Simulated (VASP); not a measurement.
Consider the following.

```yaml
crystal:
  lattice:
    - [0.00000, 2.89170, 2.89170]
    - [2.89170, 0.00000, 2.89170]
    - [2.89170, 2.89170, 0.00000]
  atoms:
    - { symbol: Zn, position: [0.00000, 0.00000, 0.00000] }
    - { symbol: Se, position: [0.25000, 0.25000, 0.25000] }
```

The numbers are results of PBE GGA, VASP's PBE PAW potentials (set 64) (plane waves; VASP), not measurements. Settings: 400 eV cut-off, 7×7×7 Γ-centred mesh, Gaussian smearing of 0.050 eV, potentials Zn Se.

Question: Predict the energy per atom (σ→0), pressure, band gap (on the k-mesh) with the smallest direct gap where there is one.

Answer: 
- band gap (on the k-mesh): 1.05 eV
- smallest direct gap (on the k-mesh): 1.05 eV
- energy per atom (σ→0): -3.013 eV/atom
- pressure: -1.43 GPa

The absolute energy has meaning only against runs of the same code, potentials and settings.

The compound is ZnSe in the zinc blende structure. The cell was not relaxed at this level.
